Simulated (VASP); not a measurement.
Wanted: the native input for a VASP 6.6.1 run.

- Task: relaxation of cell and atoms
- Functional: PBE
- Potentials or basis: VASP PAW PBE potentials, release 64 (Mo_sv)
- Cutoff: 520 eV
- k mesh: 12 × 12 × 12
- Occupations: gaussian, width 0.1 eV
- Spin: no spin polarisation
- Target pressure: 22 GPa
- Further INCAR settings: ALGO = Normal; EDIFF = 1e-07; IBRION = 2; EDIFFG = -0.002; NSW = 80; ISIF = 3
- Target pressure: 22 GPa

The structure of Mo lies in POSCAR:

```
Mo                                      
1.0
   -1.5435110903      1.5435110903      1.5435110903
    1.5435110903     -1.5435110903      1.5435110903
    1.5435110903      1.5435110903     -1.5435110903
  Mo            
     1
Direct
     0.0000000000000000    0.0000000000000000    0.0000000000000000
```

These files were run (other wordings do the same):

INCAR

```
ALGO     = Normal         # electronic algorithm
EDIFF    = 1E-7           # SCF threshold, eV
EDIFFG   = -0.002         # ionic threshold
ENCUT    = 520            # plane-wave cutoff, eV
GGA      = PE             # functional
IBRION   = 2              # ionic algorithm
ISIF     = 3              # what is computed and relaxed
ISMEAR   = 0              # smearing method
LASPH    = T              # aspherical terms in the spheres
LCHARG   = F              # write CHGCAR
LREAL    = F              # projectors in reciprocal space
LWAVE    = F              # write WAVECAR
NELM     = 80             # most SCF steps
NSW      = 80             # ionic steps
PREC     = Accurate       # precision mode
PSTRESS  = 220.0        
SIGMA    = 0.1            # smearing width, eV
```

KPOINTS

```
k-points
0
Gamma
  12 12 12
```

Potentials or basis: VASP PAW PBE potentials, release 64 (Mo_sv).

Run with:

```bash
$ cat potpaw_PBE.64/Mo_sv/POTCAR > POTCAR
$ mpirun -np 1 vasp_std > vasp.out
```

Results of the run:

| Quantity | Value |
| --- | --- |
| Relaxed volume | 14.71 Å³/atom |
| Relaxed cell | a = 2.674 Å, b = 2.674 Å, c = 2.674 Å, α = 109.47°, β = 109.47°, γ = 109.47° |
| Space group after relaxing (to 0.05 Å) | Im-3m (No. 229) |
| Energy change on relaxing (the enthalpy is what falls) | -0.2 meV/atom |
| Ionic steps | 3 |
| Pressure after relaxing | 22.0 GPa |
| Band gap on the k mesh | none (metal or under the smearing width) |

Caveat: the cell is relaxed towards a set pressure, so the enthalpy falls and the energy may rise.

It took 11 s on 1 thread of Intel(R) Xeon(R) Platinum 8488C (Sapphire Rapids), on a shared host, peak memory 0.13 GiB.
